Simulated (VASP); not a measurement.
Level of theory: SCAN meta-GGA, VASP's PBE PAW potentials (set 64) (plane waves; VASP).

Input for VASP

**INCAR**
```
SYSTEM = KCl
PREC = Accurate
ENCUT = 520
EDIFF = 1E-6
NELM = 100
ALGO = Normal
LREAL = .FALSE.
LASPH = .TRUE.
ISMEAR = 0
SIGMA = 0.05
METAGGA = SCAN
LMIXTAU = .TRUE.
LWAVE = .FALSE.
LCHARG = .FALSE.
IBRION = 2
ISIF = 3
NSW = 60
EDIFFG = -0.01
```

**POSCAR**
```
KCl
1.0
  0.0000000000   3.1450000000   3.1450000000
  3.1450000000   0.0000000000   3.1450000000
  3.1450000000   3.1450000000   0.0000000000
K Cl
1 1
Cartesian
  0.0000000000   0.0000000000   0.0000000000
  3.1450000000   3.1450000000   3.1450000000
```

KPOINTS:
```
K-points
0
G
7 7 7
0 0 0
```

POTCAR, in this order: K_sv Cl (PBE.64 set). Program: vasp_std.

Output of the run:

File OUTCAR:
```
 ion  position               nearest neighbor table
   1  0.000  0.000  0.000-   2 3.15   2 3.15   2 3.15   2 3.15   2 3.15   2 3.15
   2  0.500  0.500  0.500-   1 3.15   1 3.15   1 3.15   1 3.15   1 3.15   1 3.15
  LATTYP: Found a face centered cubic cell.
 ALAT       =     6.2900000000
 Subroutine PRICEL returns:
 Original cell was already a primitive cell.
 Subroutine GETGRP returns: Found 48 space group operations
The static configuration has the point symmetry O_h .
The dynamic configuration has the point symmetry O_h .
 Subroutine INISYM returns: Found 48 space group operations
 Subroutine IBZKPT returns following result:
 Found     20 irreducible k-points:

 Following reciprocal coordinates:
            Coordinates               Weight
  0.000000  0.000000  0.000000      1.000000
  0.142857  0.000000  0.000000      8.000000
  0.285714  0.000000  0.000000      8.000000
  0.428571  0.000000  0.000000      8.000000
  0.142857  0.142857  0.000000      6.000000
  0.285714  0.142857  0.000000     24.000000
  0.428571  0.142857  0.000000     24.000000
 -0.428571  0.142857  0.000000     24.000000
 -0.285714  0.142857  0.000000     24.000000
 -0.142857  0.142857  0.000000     12.000000
  0.285714  0.285714  0.000000      6.000000
  0.428571  0.285714  0.000000     24.000000
 -0.428571  0.285714  0.000000     24.000000
 -0.285714  0.285714  0.000000     12.000000
  0.428571  0.428571  0.000000      6.000000
 -0.428571  0.428571  0.000000     12.000000
  0.428571  0.285714  0.142857     24.000000
 -0.428571  0.285714  0.142857     48.000000
 -0.428571  0.428571  0.142857     24.000000
 -0.285714  0.428571  0.142857     24.000000
   k-points           NKPTS =     20   k-points in BZ     NKDIM =     20   number of bands    NBANDS=     12
   number of dos      NEDOS =    301   number of ions     NIONS =      2
   total plane-waves  NPLWV =  46656
   dimension x,y,z NGX =    36 NGY =   36 NGZ =   36
...
```

OSZICAR:
```
       N       E                     dE             d eps       ncg     rms          rms(c)
DAV:   1     0.865498865290E+02    0.86550E+02   -0.74576E+03   488   0.121E+03
DAV:   2    -0.180622517208E+02   -0.10461E+03   -0.96899E+02   596   0.289E+02
DAV:   3    -0.245652003400E+02   -0.65029E+01   -0.64682E+01   628   0.640E+01
DAV:   4    -0.248177814754E+02   -0.25258E+00   -0.25220E+00   848   0.121E+01
DAV:   5    -0.248199170291E+02   -0.21356E-02   -0.21354E-02   624   0.112E+00    0.300E+00
DAV:   6    -0.206795746929E+02    0.41403E+01   -0.15602E+00   604   0.130E+01    0.278E+00
DAV:   7    -0.204075612820E+02    0.27201E+00   -0.34911E-01   812   0.775E+00    0.929E-01
DAV:   8    -0.213562120984E+02   -0.94865E+00   -0.35193E-01   516   0.553E+00    0.106E+00
DAV:   9    -0.204952953574E+02    0.86092E+00   -0.20767E-01   488   0.578E+00    0.731E-01
DAV:  10    -0.206256731503E+02   -0.13038E+00   -0.18063E-01   496   0.513E+00    0.447E-01
DAV:  11    -0.206556496733E+02   -0.29977E-01   -0.21622E-02   520   0.219E+00    0.249E-01
DAV:  12    -0.206500289543E+02    0.56207E-02   -0.53849E-03   540   0.105E+00    0.275E-01
DAV:  13    -0.206576898654E+02   -0.76609E-02   -0.87540E-03   504   0.149E+00    0.826E-02
DAV:  14    -0.206815540152E+02   -0.23864E-01   -0.10283E-02   484   0.146E+00    0.311E-02
DAV:  15    -0.206815735444E+02   -0.19529E-04   -0.20637E-04   692   0.192E-01    0.276E-02
DAV:  16    -0.206815940870E+02   -0.20543E-04   -0.27660E-05   560   0.801E-02    0.274E-02
DAV:  17    -0.206815692992E+02    0.24788E-04   -0.11471E-04   540   0.164E-01    0.147E-02
DAV:  18    -0.206816133934E+02   -0.44094E-04   -0.38489E-05   556   0.721E-02    0.890E-03
DAV:  19    -0.206816228000E+02   -0.94066E-05   -0.14325E-05   560   0.524E-02    0.100E-02
DAV:  20    -0.206816221366E+02    0.66348E-06   -0.44367E-06   540   0.328E-02
   1 F= -.20681622E+02 E0= -.20681622E+02  d E =-.206816E+02
       N       E                     dE             d eps       ncg     rms          rms(c)
DAV:   1    -0.206879595522E+02   -0.63368E-02   -0.15197E-01   488   0.432E+00    0.467E-01
DAV:   2    -0.206832027664E+02    0.47568E-02   -0.11934E-02   644   0.108E+00    0.202E-01
DAV:   3    -0.206819721437E+02    0.12306E-02   -0.42842E-03   740   0.686E-01    0.922E-02
DAV:   4    -0.206821655533E+02   -0.19341E-03   -0.85445E-04   480   0.497E-01    0.591E-02
DAV:   5    -0.206815613453E+02    0.60421E-03   -0.23645E-03   480   0.769E-01    0.214E-02
DAV:   6    -0.206822297057E+02   -0.66836E-03   -0.73981E-04   480   0.423E-01    0.134E-02
DAV:   7    -0.206822790280E+02   -0.49322E-04   -0.21745E-04   480   0.232E-01    0.847E-03
DAV:   8    -0.206822992488E+02   -0.20221E-04   -0.39476E-05   496   0.952E-02    0.298E-03
DAV:   9    -0.206823123252E+02   -0.13076E-04   -0.86139E-06   508   0.432E-02    0.150E-03
DAV:  10    -0.206823031118E+02    0.92135E-05   -0.36001E-06   524   0.304E-02    0.715E-04
DAV:  11    -0.206823057992E+02   -0.26874E-05   -0.14465E-06   352   0.207E-02    0.466E-04
DAV:  12    -0.206823057565E+02    0.42702E-07   -0.96626E-08   444   0.376E-03
   2 F= -.20682306E+02 E0= -.20682306E+02  d E =-.683620E-03
       N       E                     dE             d eps       ncg     rms          rms(c)
DAV:   1    -0.206844997692E+02   -0.21940E-02   -0.53585E-02   488   0.257E+00    0.277E-01
DAV:   2    -0.206827881020E+02    0.17117E-02   -0.42041E-03   660   0.636E-01    0.121E-01
DAV:   3    -0.206823714544E+02    0.41665E-03   -0.15049E-03   752   0.400E-01    0.550E-02
DAV:   4    -0.206824197119E+02   -0.48257E-04   -0.27775E-04   480   0.285E-01    0.357E-02
DAV:   5    -0.206823152095E+02    0.10450E-03   -0.76045E-04   480   0.440E-01    0.131E-02
DAV:   6    -0.206824545775E+02   -0.13937E-03   -0.19552E-04   480   0.220E-01    0.883E-03
DAV:   7    -0.206824707666E+02   -0.16189E-04   -0.83331E-05   496   0.143E-01    0.513E-03
DAV:   8    -0.206824768922E+02   -0.61257E-05   -0.11128E-05   488   0.494E-02    0.174E-03
DAV:   9    -0.206824824380E+02   -0.55458E-05   -0.17819E-06   368   0.197E-02    0.102E-03
DAV:  10    -0.206824778644E+02    0.45736E-05   -0.97331E-07   360   0.160E-02    0.738E-04
DAV:  11    -0.206824793738E+02   -0.15093E-05   -0.24544E-07   364   0.760E-03    0.411E-04
DAV:  12    -0.206824791408E+02    0.23302E-06   -0.31881E-08   356   0.227E-03
   3 F= -.20682479E+02 E0= -.20682479E+02  d E =-.857004E-03
```

### OUTCAR
```
------------------------ aborting loop because EDIFF is reached ----------------------------------------
  FORCE on cell =-STRESS in cart. coord.  units (eV):
  Direction    XX          YY          ZZ          XY          YZ          ZX
  --------------------------------------------------------------------------------------
  Total       -0.0182014     -0.0182014     -0.0182014     -0.0000000      0.0000000      0.0000000
  in kB       -0.4747299     -0.4747299     -0.4747299     -0.0000000      0.0000000      0.0000000
  external PRESSURE =      -0.4747299 kB  Pullay stress =       0.0000000 kB
  volume of cell :       61.43
      direct lattice vectors                 reciprocal lattice vectors
    -0.000000000  3.131698916  3.131698916    -0.159657749  0.159657749  0.159657749
     3.131698916 -0.000000000  3.131698916     0.159657749 -0.159657749  0.159657749
     3.131698916  3.131698916  0.000000000     0.159657749  0.159657749 -0.159657749
  FREE ENERGIE OF THE ION-ELECTRON SYSTEM (eV)
  ---------------------------------------------------
  free  energy   TOTEN  =       -20.6824791408 eV

  energy  without entropy=      -20.6824791408  energy(sigma->0) =      -20.68247914

 reached required accuracy - stopping structural energy minimisation
```
(Selected blocks of OUTCAR.)

CONTCAR:
```
KCl
   1.00000000000000
    -0.0000000000000000    3.1316989164669917    3.1316989164669917
     3.1316989164669917   -0.0000000000000000    3.1316989164669917
     3.1316989164669917    3.1316989164669917    0.0000000000000000
  K               Cl
     1     1
Direct
     0.0000000000000000    0.0000000000000000    0.0000000000000000
     0.5000000000000000    0.5000000000000000    0.5000000000000000
```

The compound is KCl in the rock salt structure. This run relaxes it. Symmetry was kept, so distortions that lower it aren't found.
